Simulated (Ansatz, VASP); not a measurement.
# GaP: VASP beside Ansatz, part 3 of 4

Aim: how closely do two programs agree when they are given the same cell, functional and k mesh? The cell is taken from a series of runs on this material, whose earlier steps may have relaxed, scaled, displaced or heated it; both programs get it as it stands.

VASP 6.6.1 and Ansatz 0.2.0.

So far, gap on the k-mesh: step 4 (side by side) 1.77.

### 5. Ansatz: single point, r2SCAN, spin-orbit coupling, pair 2

Level of this step: Ansatz beside VASP: Kohn-Sham DFT, plane waves, r2SCAN, spin-orbit coupling (Ansatz).

With cell and atoms fixed, the geometry can't cause a difference; cores, projectors, grids and the points listed under the comparison can. The cell compared in this pair holds 41.47 Å³, against 41.15 Å³ for the pair before.

The cell is taken from a series of runs on this material, whose earlier steps may have relaxed, scaled, displaced or heated it; both programs get it as it stands.

input.yaml reads:

```yaml
crystal:
  lattice:
    - [-0.0384437657, 2.7281911009, 2.7281911009]
    - [2.7281911009, -0.0384437657, 2.7281911009]
    - [2.7281911009, 2.7281911009, -0.0384437657]
  atoms:
    - { symbol: Ga, position: [0.0008942706, 0.0008942706, 0.0008942706] }
    - { symbol: P, position: [0.7491057294, 0.7491057294, 0.7491057294] }
kpoints:
  mp_grid: { grid: [8, 8, 8] }
hamiltonian:
  xc: r2scan
  pseudopotentials: { kind: paw_fr, azcp: { folder: soft_1 } }
scf:
  occupations: { method: gaussian, width: 0.01 }
  n_extra_bands: 16
output:
  eigenvalues: true
  eigenstates:
    kpoints:
      - [-0.000272951, 0.431935345, 0.431935345]
      - [-0.000321899, 0.435408985, 0.435408985]
      - [0.00320069, 0.431886396, 0.435408985]
      - [0.00320069, 0.435408985, 0.431886396]
      - [0.002148672, 0.434356968, 0.436847815]
      - [-0.002763798, 0.434426191, 0.431935345]
      - [0.002148672, 0.436847815, 0.434356968]
      - [-0.002763798, 0.431935345, 0.434426191]
      - [0.004639519, 0.434356968, 0.434356968]
      - [-0.000272951, 0.429444498, 0.434426191]
      - [0.003709804, 0.435918099, 0.435918099]
      - [-0.000301211, 0.431907084, 0.43597462]
      - [-0.000301211, 0.43597462, 0.431907084]
      - [0.003766324, 0.431907084, 0.431907084]
      - [-0.000224003, 0.428461704, 0.428461704]
      - [-0.003746592, 0.431984293, 0.428461704]
      - [-0.003746592, 0.428461704, 0.431984293]
      - [-0.002694574, 0.429513721, 0.427022875]
      - [0.002217895, 0.429444498, 0.431935345]
      - [-0.002694574, 0.427022875, 0.429513721]
      - [0.002217895, 0.431935345, 0.429444498]
      - [-0.005185421, 0.429513721, 0.429513721]
      - [-0.000272951, 0.434426191, 0.429444498]
      - [-0.004255706, 0.42795259, 0.42795259]
      - [-0.000244691, 0.431963605, 0.427896069]
      - [-0.000244691, 0.427896069, 0.431963605]
      - [-0.004312226, 0.431963605, 0.431963605]
      - [-0.000456507, 0.444961498, 0.444961498]
      - [0.012753202, 0.431751789, 0.444961498]
      - [0.012753202, 0.444961498, 0.431751789]
      - [0.008808137, 0.441016432, 0.450357107]
      - [-0.009613625, 0.441276019, 0.431935345]
      - [0.008808137, 0.450357107, 0.441016432]
      - [-0.009613625, 0.431935345, 0.441276019]
      - [0.018148811, 0.441016432, 0.441016432]
      - [-0.000272951, 0.42259467, 0.441276019]
      - [0.014662379, 0.446870675, 0.446870675]
      - [-0.000378927, 0.431829369, 0.447082626]
      - [-0.000378927, 0.447082626, 0.431829369]
      - [0.014874331, 0.431829369, 0.431829369]
      - [-8.9396e-05, 0.418909192, 0.418909192]
      - [-0.013299104, 0.4321189, 0.418909192]
      - [-0.013299104, 0.418909192, 0.4321189]
      - [-0.009354039, 0.422854257, 0.413513582]
      - [0.009067723, 0.42259467, 0.431935345]
      - [-0.009354039, 0.413513582, 0.422854257]
      - [0.009067723, 0.431935345, 0.42259467]
      - [-0.018694713, 0.422854257, 0.422854257]
      - [-0.000272951, 0.441276019, 0.42259467]
      - [-0.015208281, 0.417000015, 0.417000015]
      - [-0.000166975, 0.43204132, 0.416788063]
      - [-0.000166975, 0.416788063, 0.43204132]
      - [-0.015420233, 0.43204132, 0.43204132]
      - [0.0, 0.5, 0.0]
      - [-4.8948e-05, 0.503473641, 0.003473641]
      - [0.003473641, 0.499951052, 0.003473641]
      - [0.003473641, 0.503473641, -4.8948e-05]
      - [0.002421623, 0.502421623, 0.00491247]
      - [-0.002490847, 0.502490847, 0.0]
      - [0.002421623, 0.50491247, 0.002421623]
      - [-0.002490847, 0.5, 0.002490847]
      - [0.00491247, 0.502421623, 0.002421623]
      - [0.0, 0.497509153, 0.002490847]
      - [0.003982755, 0.503982755, 0.003982755]
      - [-2.826e-05, 0.49997174, 0.004039275]
      - [-2.826e-05, 0.504039275, -2.826e-05]
      - [0.004039275, 0.49997174, -2.826e-05]
      - [4.8948e-05, 0.496526359, -0.003473641]
      - [-0.003473641, 0.500048948, -0.003473641]
      - [-0.003473641, 0.496526359, 4.8948e-05]
      - [-0.002421623, 0.497578377, -0.00491247]
      - [0.002490847, 0.497509153, 0.0]
      - [-0.002421623, 0.49508753, -0.002421623]
      - [0.002490847, 0.5, -0.002490847]
      - [-0.00491247, 0.497578377, -0.002421623]
      - [0.0, 0.502490847, -0.002490847]
      - [-0.003982755, 0.496017245, -0.003982755]
      - [2.826e-05, 0.50002826, -0.004039275]
      - [2.826e-05, 0.495960725, 2.826e-05]
      - [-0.004039275, 0.50002826, 2.826e-05]
      - [-0.000183555, 0.513026153, 0.013026153]
      - [0.013026153, 0.499816445, 0.013026153]
      - [0.013026153, 0.513026153, -0.000183555]
      - [0.009081088, 0.509081088, 0.018421762]
      - [-0.009340674, 0.509340674, 0.0]
      - [0.009081088, 0.518421762, 0.009081088]
      - [-0.009340674, 0.5, 0.009340674]
      - [0.018421762, 0.509081088, 0.009081088]
      - [0.0, 0.490659326, 0.009340674]
      - [0.01493533, 0.51493533, 0.01493533]
      - [-0.000105976, 0.499894024, 0.015147282]
      - [-0.000105976, 0.515147282, -0.000105976]
      - [0.015147282, 0.499894024, -0.000105976]
      - [0.000183555, 0.486973847, -0.013026153]
      - [-0.013026153, 0.500183555, -0.013026153]
      - [-0.013026153, 0.486973847, 0.000183555]
      - [-0.009081088, 0.490918912, -0.018421762]
      - [0.009340674, 0.490659326, 0.0]
      - [-0.009081088, 0.481578238, -0.009081088]
      - [0.009340674, 0.5, -0.009340674]
      - [-0.018421762, 0.490918912, -0.009081088]
      - [0.0, 0.509340674, -0.009340674]
      - [-0.01493533, 0.48506467, -0.01493533]
      - [0.000105976, 0.500105976, -0.015147282]
      - [0.000105976, 0.484852718, 0.000105976]
      - [-0.015147282, 0.500105976, 0.000105976]
      - [0.5, 0.5, 0.5]
      - [0.499951052, 0.503473641, 0.503473641]
      - [0.503473641, 0.499951052, 0.503473641]
      - [0.503473641, 0.503473641, 0.499951052]
      - [0.502421623, 0.502421623, 0.50491247]
      - [0.497509153, 0.502490847, 0.5]
      - [0.502421623, 0.50491247, 0.502421623]
      - [0.497509153, 0.5, 0.502490847]
      - [0.50491247, 0.502421623, 0.502421623]
      - [0.5, 0.497509153, 0.502490847]
      - [0.503982755, 0.503982755, 0.503982755]
      - [0.49997174, 0.49997174, 0.504039275]
      - [0.49997174, 0.504039275, 0.49997174]
      - [0.504039275, 0.49997174, 0.49997174]
      - [0.500048948, 0.496526359, 0.496526359]
      - [0.496526359, 0.500048948, 0.496526359]
      - [0.496526359, 0.496526359, 0.500048948]
      - [0.497578377, 0.497578377, 0.49508753]
      - [0.502490847, 0.497509153, 0.5]
      - [0.497578377, 0.49508753, 0.497578377]
      - [0.502490847, 0.5, 0.497509153]
      - [0.49508753, 0.497578377, 0.497578377]
      - [0.5, 0.502490847, 0.497509153]
      - [0.496017245, 0.496017245, 0.496017245]
      - [0.50002826, 0.50002826, 0.495960725]
      - [0.50002826, 0.495960725, 0.50002826]
      - [0.495960725, 0.50002826, 0.50002826]
      - [0.499816445, 0.513026153, 0.513026153]
      - [0.513026153, 0.499816445, 0.513026153]
      - [0.513026153, 0.513026153, 0.499816445]
      - [0.509081088, 0.509081088, 0.518421762]
      - [0.490659326, 0.509340674, 0.5]
      - [0.509081088, 0.518421762, 0.509081088]
      - [0.490659326, 0.5, 0.509340674]
      - [0.518421762, 0.509081088, 0.509081088]
      - [0.5, 0.490659326, 0.509340674]
      - [0.51493533, 0.51493533, 0.51493533]
      - [0.499894024, 0.499894024, 0.515147282]
      - [0.499894024, 0.515147282, 0.499894024]
      - [0.515147282, 0.499894024, 0.499894024]
      - [0.500183555, 0.486973847, 0.486973847]
      - [0.486973847, 0.500183555, 0.486973847]
      - [0.486973847, 0.486973847, 0.500183555]
      - [0.490918912, 0.490918912, 0.481578238]
      - [0.509340674, 0.490659326, 0.5]
      - [0.490918912, 0.481578238, 0.490918912]
      - [0.509340674, 0.5, 0.490659326]
      - [0.481578238, 0.490918912, 0.490918912]
      - [0.5, 0.509340674, 0.490659326]
      - [0.48506467, 0.48506467, 0.48506467]
      - [0.500105976, 0.500105976, 0.484852718]
      - [0.500105976, 0.484852718, 0.500105976]
      - [0.484852718, 0.500105976, 0.500105976]
      - [0.0, 0.0, 0.0]
      - [-4.8948e-05, 0.003473641, 0.003473641]
      - [0.003473641, -4.8948e-05, 0.003473641]
      - [0.003473641, 0.003473641, -4.8948e-05]
      - [0.002421623, 0.002421623, 0.00491247]
      - [-0.002490847, 0.002490847, 0.0]
      - [0.002421623, 0.00491247, 0.002421623]
      - [-0.002490847, 0.0, 0.002490847]
      - [0.00491247, 0.002421623, 0.002421623]
      - [0.0, -0.002490847, 0.002490847]
      - [0.003982755, 0.003982755, 0.003982755]
      - [-2.826e-05, -2.826e-05, 0.004039275]
      - [-2.826e-05, 0.004039275, -2.826e-05]
      - [0.004039275, -2.826e-05, -2.826e-05]
      - [4.8948e-05, -0.003473641, -0.003473641]
      - [-0.003473641, 4.8948e-05, -0.003473641]
      - [-0.003473641, -0.003473641, 4.8948e-05]
      - [-0.002421623, -0.002421623, -0.00491247]
      - [0.002490847, -0.002490847, 0.0]
      - [-0.002421623, -0.00491247, -0.002421623]
      - [0.002490847, 0.0, -0.002490847]
      - [-0.00491247, -0.002421623, -0.002421623]
      - [0.0, 0.002490847, -0.002490847]
      - [-0.003982755, -0.003982755, -0.003982755]
      - [2.826e-05, 2.826e-05, -0.004039275]
      - [2.826e-05, -0.004039275, 2.826e-05]
      - [-0.004039275, 2.826e-05, 2.826e-05]
      - [-0.000183555, 0.013026153, 0.013026153]
      - [0.013026153, -0.000183555, 0.013026153]
      - [0.013026153, 0.013026153, -0.000183555]
      - [0.009081088, 0.009081088, 0.018421762]
      - [-0.009340674, 0.009340674, 0.0]
      - [0.009081088, 0.018421762, 0.009081088]
      - [-0.009340674, 0.0, 0.009340674]
      - [0.018421762, 0.009081088, 0.009081088]
      - [0.0, -0.009340674, 0.009340674]
      - [0.01493533, 0.01493533, 0.01493533]
      - [-0.000105976, -0.000105976, 0.015147282]
      - [-0.000105976, 0.015147282, -0.000105976]
      - [0.015147282, -0.000105976, -0.000105976]
      - [0.000183555, -0.013026153, -0.013026153]
      - [-0.013026153, 0.000183555, -0.013026153]
      - [-0.013026153, -0.013026153, 0.000183555]
      - [-0.009081088, -0.009081088, -0.018421762]
      - [0.009340674, -0.009340674, 0.0]
      - [-0.009081088, -0.018421762, -0.009081088]
      - [0.009340674, 0.0, -0.009340674]
      - [-0.018421762, -0.009081088, -0.009081088]
      - [0.0, 0.009340674, -0.009340674]
      - [-0.01493533, -0.01493533, -0.01493533]
      - [0.000105976, 0.000105976, -0.015147282]
      - [0.000105976, -0.015147282, 0.000105976]
      - [-0.015147282, 0.000105976, 0.000105976]
      - [0.0, 0.0, 0.0]
      - [-4.8948e-05, 0.003473641, 0.003473641]
      - [0.003473641, -4.8948e-05, 0.003473641]
      - [0.003473641, 0.003473641, -4.8948e-05]
      - [0.002421623, 0.002421623, 0.00491247]
      - [-0.002490847, 0.002490847, 0.0]
      - [0.002421623, 0.00491247, 0.002421623]
      - [-0.002490847, 0.0, 0.002490847]
      - [0.00491247, 0.002421623, 0.002421623]
      - [0.0, -0.002490847, 0.002490847]
      - [0.003982755, 0.003982755, 0.003982755]
      - [-2.826e-05, -2.826e-05, 0.004039275]
      - [-2.826e-05, 0.004039275, -2.826e-05]
      - [0.004039275, -2.826e-05, -2.826e-05]
      - [4.8948e-05, -0.003473641, -0.003473641]
      - [-0.003473641, 4.8948e-05, -0.003473641]
      - [-0.003473641, -0.003473641, 4.8948e-05]
      - [-0.002421623, -0.002421623, -0.00491247]
      - [0.002490847, -0.002490847, 0.0]
      - [-0.002421623, -0.00491247, -0.002421623]
      - [0.002490847, 0.0, -0.002490847]
      - [-0.00491247, -0.002421623, -0.002421623]
      - [0.0, 0.002490847, -0.002490847]
      - [-0.003982755, -0.003982755, -0.003982755]
      - [2.826e-05, 2.826e-05, -0.004039275]
      - [2.826e-05, -0.004039275, 2.826e-05]
      - [-0.004039275, 2.826e-05, 2.826e-05]
      - [-0.000183555, 0.013026153, 0.013026153]
      - [0.013026153, -0.000183555, 0.013026153]
      - [0.013026153, 0.013026153, -0.000183555]
      - [0.009081088, 0.009081088, 0.018421762]
      - [-0.009340674, 0.009340674, 0.0]
      - [0.009081088, 0.018421762, 0.009081088]
      - [-0.009340674, 0.0, 0.009340674]
      - [0.018421762, 0.009081088, 0.009081088]
      - [0.0, -0.009340674, 0.009340674]
      - [0.01493533, 0.01493533, 0.01493533]
      - [-0.000105976, -0.000105976, 0.015147282]
      - [-0.000105976, 0.015147282, -0.000105976]
      - [0.015147282, -0.000105976, -0.000105976]
      - [0.000183555, -0.013026153, -0.013026153]
      - [-0.013026153, 0.000183555, -0.013026153]
      - [-0.013026153, -0.013026153, 0.000183555]
      - [-0.009081088, -0.009081088, -0.018421762]
      - [0.009340674, -0.009340674, 0.0]
      - [-0.009081088, -0.018421762, -0.009081088]
      - [0.009340674, 0.0, -0.009340674]
      - [-0.018421762, -0.009081088, -0.009081088]
      - [0.0, 0.009340674, -0.009340674]
      - [-0.01493533, -0.01493533, -0.01493533]
      - [0.000105976, 0.000105976, -0.015147282]
      - [0.000105976, -0.015147282, 0.000105976]
      - [-0.015147282, 0.000105976, 0.000105976]
magnetization:
  noncollinear: true
  spin_orbit: true
checkpoint:
  read: start.run
  write: ck
  compress: false
  write_wavefunctions: false
  write_every: 100000
```

The run is started by

```
$ ansatz run input.yaml --threads 4 --pin off --max-ram 9216MiB --backend cpu --events-out ev --progress --plain --runs-dir out
```

Numbers of over 12 decimals in the logs are rounded to 6 here.

What it wrote:

```text
[...]
Crystal: 2 atoms, lattice volume = 41.470 Å³
Basis set: ecut = 500 eV, 1037 PW (Γ), exchange–correlation on 120×120×120 points (64 copies of the dense FFT grid, shifted against one another)
Bands: 34, of which v1, the nominal top of the filled ones, is band 18 counted from 1 (17 counted from 0)
Symmetry: 6 space group operations + 6 with time reversal
[...]
k-point 0: bands = [... 14 lower, 6.5587, 6.5587, 6.6870, 6.6870, 8.7124, 8.7124, 10.6093, 10.6093, ... 12 higher]
  k-point 1: bands = [... 14 lower, 6.3055, 6.3064, 6.4388, 6.4413, 9.3591, 9.3602, 11.0089, 11.0211, ... 12 higher]
  k-point 2: bands = [... 14 lower, 5.8823, 5.8833, 5.9991, 6.0026, 9.0941, 9.0961, 11.5655, 11.5693, ... 12 higher]
  k-point 64: bands = [... 14 lower, 5.3112, 5.3112, 5.3770, 5.3770, 8.3314, 8.3314, 11.4925, 11.4925, ... 12 higher]
[key lines of the parts left out:]
SCF converged after 3 iterations
Magnetization: |M| = 0.0000 μB,  M = (+0.0000, +0.0000, +0.0000) μB
Free energy (F): -4547.763632 eV
Fermi energy:    7.509191 eV
```

Between step 4 and this run (cell volume +0.8 %) the value for the gap on the k-mesh moves from 1.77 to 1.64.

### 6. VASP: single point, r2SCAN, spin-orbit coupling, pair 2

The same cell, functional, mesh and smearing now go to VASP, with its own data sets.

INCAR reads:

```
SYSTEM = GaP
PREC = Accurate
ENCUT = 440
EDIFF = 1E-06
NELM = 200
ISMEAR = 0
SIGMA = 0.01
LREAL = .FALSE.
ALGO = Normal
METAGGA = R2SCAN
LASPH = .TRUE.
LNONCOLLINEAR = .TRUE.
MAGMOM = 0 0 0 0 0 0
NBANDS = 30
GGA_COMPAT = .FALSE.
LSORBIT = .TRUE.
LORBIT = 11
LWAVE = .FALSE.
LCHARG = .FALSE.
ISIF = 2
EFERMI = MIDGAP
LMIXTAU = .TRUE.
KPAR = 2
```

POSCAR reads:

```
GaP
1.0
   -0.0384437657      2.7281911009      2.7281911009
    2.7281911009     -0.0384437657      2.7281911009
    2.7281911009      2.7281911009     -0.0384437657
Ga P
1 1
Direct
    0.0008942706      0.0008942706      0.0008942706
    0.7491057294      0.7491057294      0.7491057294
```

KPOINTS reads:

```
Automatic mesh
0
Gamma
8 8 8
0 0 0
```

Potentials, in the order of the species: Ga_d and P (PBE family, release 64).

The run is started by

```
$ mpirun -np 2 vasp_ncl
```

What it wrote:

```text
[banner, memory and clock lines left out]
running    2 mpi-ranks, on    1 nodes
[...]
[... a notice as in an earlier step ...]

 LDA part: xc-table for (None), standard interpolation
 POSCAR, INCAR and KPOINTS ok, starting setup
[...]
entering main loop
       N       E                     dE             d eps       ncg     rms          rms(c)
DAV:   1     0.110748771718E+03    0.11075E+03   -0.78336E+03  7950   0.163E+03
DAV:   2    -0.747746283762E+01   -0.11823E+03   -0.11153E+03  7682   0.423E+02
DAV:   3    -0.231969380535E+02   -0.15719E+02   -0.15532E+02  8468   0.112E+02
DAV:   4    -0.237279486128E+02   -0.53101E+00   -0.53004E+00  8780   0.224E+01
[...]
DAV:  14    -0.214555736950E+02   -0.78795E-04   -0.96772E-05  9150   0.919E-02    0.264E-02
DAV:  15    -0.214555771444E+02   -0.34495E-05   -0.48247E-06  8932   0.207E-02    0.304E-02
DAV:  16    -0.214555779626E+02   -0.81813E-06   -0.29562E-06  8268   0.182E-02
   1 F= -.21455578E+02 E0= -.21455578E+02  d E =0.000000E+00  mag=     0.0000    -0.0000     0.0000
```

From OUTCAR (step 6):

```text
  Total       -0.5616543     -0.5616543     -0.5616543      0.2521286      0.2521286      0.2521286
  in kB      -21.6991088    -21.6991088    -21.6991088      9.7408055      9.7408055      9.7408055
  external PRESSURE =     -21.6991088 kB  Pullay stress =       0.0000000 kB

 POSITION                                       TOTAL-FORCE (eV/Angst)
 -----------------------------------------------------------------------------------
      0.00485      0.00485      0.00485        -0.000777     -0.000777     -0.000777
      4.05861      4.05861      4.05861         0.000777      0.000777      0.000777
 -----------------------------------------------------------------------------------
    total drift:                               -0.000454     -0.000454     -0.000454

  FREE ENERGIE OF THE ION-ELECTRON SYSTEM (eV)
  ---------------------------------------------------
  free  energy   TOTEN  =       -21.4555779626 eV

  energy  without entropy=      -21.4555779626  energy(sigma->0) =      -21.45557796

 magnetization (x)
# of ion       s       p       d       tot
------------------------------------------
    1       -0.000   0.000   0.000   0.000
    2       -0.000   0.000   0.000  -0.000
--------------------------------------------------
tot         -0.000   0.000   0.000   0.000

 magnetization (y)
# of ion       s       p       d       tot
------------------------------------------
    1        0.000  -0.000  -0.000  -0.000
    2        0.000   0.000   0.000   0.000
--------------------------------------------------
tot          0.000  -0.000  -0.000  -0.000

 magnetization (z)
# of ion       s       p       d       tot
------------------------------------------
    1       -0.000  -0.000   0.000  -0.000
    2       -0.000   0.000   0.000  -0.000
--------------------------------------------------
tot         -0.000  -0.000   0.000  -0.000

[... 1 part as in an earlier step ...]

[... 2 further parts left out ...]
[key lines of the parts left out:]
E-fermi :   5.1414
```

The run ends at a pressure of -2.17 GPa, with forces up to 0.0013 eV/Å.

### 7. Differences

The two programs side by side:

```csv
quantity,Ansatz,VASP,difference
gap on the k mesh (eV),1.644,1.638,+0.007
```

A gap on the mesh is an upper bound, since the band edges may lie between its points.

(Part 3 of 4 ends here.)

[Lines on the potential files, build, host, timing and source positions are cut from VASP's logs without a mark.]

[Logs are printed without paths, hosts, clocks, repeated set-up lines and the standing remarks that a program may print on its own settings, such as how far it seeks lower states.]

[Hosts, paths, dates, database ids (printed as entryN), source tags and the programs' standing remarks are cut or masked in the printed files.]
